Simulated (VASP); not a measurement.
Output of a VASP run:

**OSZICAR**
```
...
       N       E                     dE             d eps       ncg     rms          rms(c)
DAV:   1     0.423577130386E+01   -0.14751E-01   -0.72815E-01  2856   0.798E+00    0.617E-01
DAV:   2     0.424612970889E+01    0.10358E-01   -0.62572E-03  2792   0.104E+00    0.351E-01
DAV:   3     0.424951591835E+01    0.33862E-02   -0.83203E-03  2912   0.831E-01    0.119E-01
DAV:   4     0.424928254780E+01   -0.23337E-03   -0.66188E-04  2896   0.339E-01    0.806E-02
DAV:   5     0.425075608917E+01    0.14735E-02   -0.80199E-04  2760   0.328E-01    0.375E-02
DAV:   6     0.424912835987E+01   -0.16277E-02   -0.36880E-04  2736   0.214E-01    0.961E-03
DAV:   7     0.424908311057E+01   -0.45249E-04   -0.11787E-05  2936   0.434E-02    0.443E-03
DAV:   8     0.424908390491E+01    0.79434E-06   -0.38199E-07  1632   0.893E-03
   4 F= 0.42490839E+01 E0= 0.42491074E+01  d E =-.143971E-02
       N       E                     dE             d eps       ncg     rms          rms(c)
DAV:   1     0.424827292451E+01   -0.81019E-03   -0.40936E-02  2848   0.189E+00    0.147E-01
DAV:   2     0.424886169957E+01    0.58878E-03   -0.36081E-04  2824   0.256E-01    0.836E-02
DAV:   3     0.424907001713E+01    0.20832E-03   -0.45929E-04  2904   0.195E-01    0.279E-02
DAV:   4     0.424904844019E+01   -0.21577E-04   -0.41012E-05  2904   0.824E-02    0.187E-02
DAV:   5     0.424914790605E+01    0.99466E-04   -0.49470E-05  2760   0.782E-02    0.915E-03
DAV:   6     0.424903923673E+01   -0.10867E-03   -0.23946E-05  2744   0.508E-02    0.175E-03
DAV:   7     0.424904037755E+01    0.11408E-05   -0.59589E-07  1560   0.791E-03    0.900E-04
DAV:   8     0.424904002548E+01   -0.35206E-06   -0.17826E-08  1408   0.171E-03
   5 F= 0.42490400E+01 E0= 0.42490904E+01  d E =-.148359E-02
       N       E                     dE             d eps       ncg     rms          rms(c)
DAV:   1     0.424903150483E+01   -0.88727E-05   -0.44981E-04  2848   0.198E-01    0.154E-02
DAV:   2     0.424903641489E+01    0.49101E-05   -0.40571E-06  2200   0.270E-02    0.878E-03
DAV:   3     0.424904122887E+01    0.48140E-05   -0.48744E-06  2720   0.202E-02    0.289E-03
DAV:   4     0.424903961763E+01   -0.16112E-05   -0.41327E-07  1424   0.831E-03    0.195E-03
DAV:   5     0.424904329659E+01    0.36790E-05   -0.41545E-07  1376   0.701E-03    0.984E-04
DAV:   6     0.424904019559E+01   -0.31010E-05   -0.19625E-07  1368   0.421E-03    0.207E-04
DAV:   7     0.424904042052E+01    0.22493E-06   -0.79838E-09  1368   0.112E-03
   6 F= 0.42490404E+01 E0= 0.42490931E+01  d E =-.148320E-02
       N       E                     dE             d eps       ncg     rms          rms(c)
DAV:   1     0.424777370188E+01   -0.12665E-02   -0.24205E-02  2688   0.209E+00    0.266E-01
DAV:   2     0.424899393256E+01    0.12202E-02   -0.30966E-03  2688   0.792E-01    0.810E-02
DAV:   3     0.424907211356E+01    0.78181E-04   -0.18103E-04  3120   0.164E-01    0.736E-02
DAV:   4     0.424904916994E+01   -0.22944E-04   -0.54038E-05  2904   0.753E-02    0.176E-02
DAV:   5     0.424903648826E+01   -0.12682E-04   -0.12594E-05  2800   0.443E-02    0.751E-03
DAV:   6     0.424903044866E+01   -0.60396E-05   -0.10145E-06  2056   0.109E-02    0.674E-03
DAV:   7     0.424903892779E+01    0.84791E-05   -0.28424E-06  2136   0.209E-02    0.525E-04
DAV:   8     0.424903621500E+01   -0.27128E-05   -0.74451E-08  1376   0.347E-03    0.615E-04
DAV:   9     0.424903530993E+01   -0.90507E-06   -0.30701E-09  1360   0.681E-04
   7 F= 0.42490353E+01 E0= 0.42490869E+01  d E =-.511059E-05
```

File OUTCAR:
```
------------------------ aborting loop because EDIFF is reached ----------------------------------------
  FORCE on cell =-STRESS in cart. coord.  units (eV):
  Direction    XX          YY          ZZ          XY          YZ          ZX
  --------------------------------------------------------------------------------------
  Total       -0.0079604     -0.0079604     -0.0027998      0.0000000      0.0000000      0.0000000
  in kB       -0.3035175     -0.3035176     -0.1067527      0.0000000      0.0000000      0.0000000
  external PRESSURE =      -0.2379293 kB  Pullay stress =       0.0000000 kB
  volume of cell :       42.02
      direct lattice vectors                 reciprocal lattice vectors
     1.486552923 -2.574785485  0.000000000     0.336348604 -0.194190935 -0.000000000
     1.486552923  2.574785485  0.000000000     0.336348604  0.194190935  0.000000000
     0.000000000 -0.000000000  5.489219284    -0.000000000 -0.000000000  0.182175269
 POSITION                                       TOTAL-FORCE (eV/Angst)
 -----------------------------------------------------------------------------------
      1.48655      0.85826      1.37230         0.000000      0.000000     -0.000000
      1.48655     -0.85826      4.11691        -0.000000     -0.000000      0.000000
 -----------------------------------------------------------------------------------
    total drift:                               -0.000000      0.000189      0.000002
  FREE ENERGIE OF THE ION-ELECTRON SYSTEM (eV)
  ---------------------------------------------------
  free  energy   TOTEN  =         4.2490353099 eV

  energy  without entropy=        4.2491901125  energy(sigma->0) =        4.24908691

 reached required accuracy - stopping structural energy minimisation
```
(Selected blocks of OUTCAR.)

POSCAR:
```
Cd
1
    1.4900000000    -2.5807560000     0.0000000000
    1.4900000000     2.5807560000     0.0000000000
    0.0000000000     0.0000000000     5.6200000000
Cd
2
Direct
  0.3333330000   0.6666670000   0.2500000000
  0.6666670000   0.3333330000   0.7500000000
```

Problem. Write an INCAR and KPOINTS that could have produced this output.

Solution. Several could match; the one computed here: the input of the run itself, MS2 meta-GGA, plane waves, VASP's PBE PAW potentials (set 64).

INCAR:
```
# general
SYSTEM  = Cd
PREC    = Accurate
ENCUT   = 520
LREAL   = .FALSE.   # projection in real space or not
LASPH   = .TRUE.

# electronic loop
EDIFF   = 1E-6
NELM    = 100
ALGO    = Normal
LMAXMIX = 4   # l cut-off of mixed one-centre charges
LMIXTAU = .TRUE.

# smearing
ISMEAR  = 1   # Methfessel-Paxton
SIGMA   = 0.1   # width (eV)

# functional
METAGGA = MS2

# ions
IBRION  = 2
NSW     = 60
ISIF    = 3
EDIFFG  = -0.01

# output
LWAVE   = .FALSE.
LCHARG  = .FALSE.
```

**KPOINTS**
```
kpoints
0
G
13 13 6
0 0 0
```

POTCAR, in this order: Cd (PBE.64 set). Program: vasp_std.

Energy and stress use the plane-wave basis of the starting cell.

The compound is Cd in the hcp structure. This run relaxes it. Symmetry was kept, so distortions that lower it aren't found.
